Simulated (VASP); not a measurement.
Crystal: Zr2ZnN2.

```
Zr Zn N
1.0
     3.68922    0.00000    0.00000
     0.00000    3.68922    0.00000
     0.00000    0.00000    5.33200
Zr Zn N
2 1 2
Direct
  0.50000 0.50000 0.00000
  0.50000 0.50000 0.50000
  0.00000 0.00000 0.50000
  0.00000 0.00000 0.80809
  0.00000 0.00000 0.19191
```

The cell was built by a generator and needn't be a form met in nature.

- Program: VASP 6.6.1
- Task: relaxation of cell and atoms
- Functional: PBE
- Potentials or basis: VASP PAW PBE potentials, release 64 (Zr_sv, Zn, N)
- Cutoff: 520 eV
- k mesh: 4 × 4 × 3
- Occupations: gaussian, width 0.15 eV
- Spin: no spin polarisation

At the start: pressure 20.4 GPa; volume 14.51 Å³/atom.

Question: How do energy, volume and symmetry change on relaxing?

Answer: Over 19 steps the energy falls by 626.8 meV/atom and the volume is 14.55 Å³/atom (+0.2 %); space group P4/mmm (No. 123, to 0.05 Å).

Step by step:
```tsv
step	energy change (eV)	largest force (eV/Å)	pressure (GPa)	volume (Å³)
1	0.0000	4.1939	20.41	72.57
2	-1.5131	0.9600	-14.97	89.92
3	-2.5619	0.4758	-9.54	81.29
4	-2.9574	0.6993	1.29	72.41
5	-2.9908	0.6788	-0.80	73.56
6	-2.9915	0.6764	-1.41	73.85
7	-3.0407	0.7322	0.82	72.57
8	-3.0585	0.6906	3.32	71.25
9	-3.0822	0.5586	3.21	71.33
10	-3.1089	0.2426	2.84	71.47
11	-3.0672	0.8892	3.59	71.73
12	-3.1123	0.1048	2.62	71.51
13	-3.1288	0.1254	1.45	72.23
14	-3.1325	0.1390	0.06	72.90
15	-3.1327	0.1433	0.02	72.85
16	-3.1319	0.1360	0.51	72.54
17	-3.1327	0.1339	-0.04	72.79
18	-3.1333	0.0963	0.27	72.78
19	-3.1340	0.0502	0.23	72.75
```

Final structure:
```yaml
crystal:
  lattice:
    - [3.43373, 0.00000, 0.00000]
    - [0.00000, 3.43373, 0.00000]
    - [0.00000, 0.00000, 6.17009]
  atoms:
    - { symbol: Zr, position: [0.50000, 0.50000, 0.00000] }
    - { symbol: Zr, position: [0.50000, 0.50000, 0.50000] }
    - { symbol: Zn, position: [0.00000, 0.00000, 0.50000] }
    - { symbol: N, position: [0.00000, 0.00000, 0.80918] }
    - { symbol: N, position: [0.00000, 0.00000, 0.19082] }
```

Caveat: the k mesh is coarse (spacing up to 0.43 Å⁻¹), so the values aren't converged.
